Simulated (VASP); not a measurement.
A VASP calculation is set up with these files.

### KPOINTS
```
Automatic mesh
0
Gamma
6 6 6
0 0 0
```

### INCAR
```
SYSTEM = Ge
PREC = Accurate
ENCUT = 400
EDIFF = 1E-6
NELM = 100
ALGO = Normal
LREAL = .FALSE.
LASPH = .TRUE.
ISMEAR = 0
SIGMA = 0.05
GGA = PE
LMAXMIX = 4
LWAVE = .FALSE.
LCHARG = .FALSE.
ISIF = 2
```

**POSCAR**
```
Ge
1
    2.8290000000     0.0000000000     2.8290000000
    0.0000000000     2.8290000000     2.8290000000
    2.8290000000     2.8290000000     0.0000000000
Ge
2
Direct
  0.0000000000   0.0000000000   0.0000000000
  0.2500000000   0.2500000000   0.2500000000
```

POTCAR, in this order: Ge_d (PBE.64 set). Program: vasp_std.

Problem. Does this input run properly? What does VASP do?

Solution. There is a fault: the lattice vectors form a left-handed set. VASP stops with an error: ERROR: the triple product of the basis vectors is negative exchange two basis vectors ----> I REFUSE TO CONTINUE WITH THIS SICK JOB ... BYE!!! <----

**standard output**
```
 -----------------------------------------------------------------------------
|                                                                             |
|     EEEEEEE  RRRRRR   RRRRRR   OOOOOOO  RRRRRR      ###     ###     ###     |
|     E        R     R  R     R  O     O  R     R     ###     ###     ###     |
|     E        R     R  R     R  O     O  R     R     ###     ###     ###     |
|     EEEEE    RRRRRR   RRRRRR   O     O  RRRRRR       #       #       #      |
|     E        R   R    R   R    O     O  R   R                               |
|     E        R    R   R    R   O     O  R    R      ###     ###     ###     |
|     EEEEEEE  R     R  R     R  OOOOOOO  R     R     ###     ###     ###     |
|                                                                             |
|     ERROR: the triple product of the basis vectors is negative exchange     |
|     two basis vectors                                                       |
|                                                                             |
|       ---->  I REFUSE TO CONTINUE WITH THIS SICK JOB ... BYE!!! <----       |
|                                                                             |
 -----------------------------------------------------------------------------
```

To mend it, correct POSCAR.
POSCAR:
```
Ge
1
    0.0000000000     2.8290000000     2.8290000000
    2.8290000000     0.0000000000     2.8290000000
    2.8290000000     2.8290000000     0.0000000000
Ge
2
Direct
  0.0000000000   0.0000000000   0.0000000000
  0.2500000000   0.2500000000   0.2500000000
```
The mended run (PBE GGA, plane waves, VASP's PBE PAW potentials (set 64)) converges, and its OSZICAR ends with
```
   1 F= -.89649644E+01 E0= -.89647769E+01  d E =-.375049E-03
```

The compound is Ge in the diamond structure. The cell was not relaxed at this level.
